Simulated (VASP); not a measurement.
A VASP calculation is set up with these files.

**INCAR**
```
SYSTEM = MgS
PREC = Accurate
ENCUT = 480
EDIFF = 1E-6
NELM = 100
ALGO = Normal
LREAL = .FALSE.
LASPH = .TRUE.
ISMEAR = 0
SIGMA = 0.05
GGA = PE
LWAVE = .FALSE.
LCHARG = .FALSE.
IBRION = 2
ISIF = 3
NSW = 60
EDIFFG = -0.01
```

POSCAR:
```
MgS
1.0
  0.0000000000   2.6044000000   2.6044000000
  2.6044000000   0.0000000000   2.6044000000
  2.6044000000   2.6044000000   0.0000000000
Mg S
1 1
Cart
  0.0000000000   0.0000000000   0.0000000000
  2.6044000000   2.6044000000   2.6044000000
```

**KPOINTS**
```
Automatic mesh
0
Gamma
8 8 8
0 0 0
```

POTCAR, in this order: Mg S (PBE.64 set). Program: vasp_std.

Question: Write an equivalent input for Ansatz.

Answer: One equivalent input (not run):
Ansatz 0.2 input:
```yaml
crystal:
  lattice:
    - [0.0000000, 2.6044000, 2.6044000]
    - [2.6044000, 0.0000000, 2.6044000]
    - [2.6044000, 2.6044000, 0.0000000]
  atoms:
    - { symbol: Mg, position: [0.0000000, 0.0000000, 0.0000000] }
    - { symbol: S, position: [0.5000000, 0.5000000, 0.5000000] }
kpoints:
  mp_grid: { grid: [8, 8, 8] }
hamiltonian:
  xc: pbe
  pseudopotentials: { kind: paw }
scf:
  occupations: { method: gaussian, width: 0.05 }
  max_iter: 100
relax:
  max_steps: 60
  f_tol: 0.01
  cell: {}
output: { forces: true, stress: true, eigenvalues: true }
```
What does not carry over: each code has its own PAW files, so the cut-off isn't converted (ENCUT is set for VASP's; basis.ecutwfc is left out, and Ansatz then takes the one that its files recommend); Ansatz stops its SCF on the density residual and VASP on the energy change (EDIFF).

The structure comes from a computed database's MgS entry (Fm-3m); how it stands against other phases isn't given here. This run relaxes it. Symmetry was kept, so distortions that lower it aren't found.
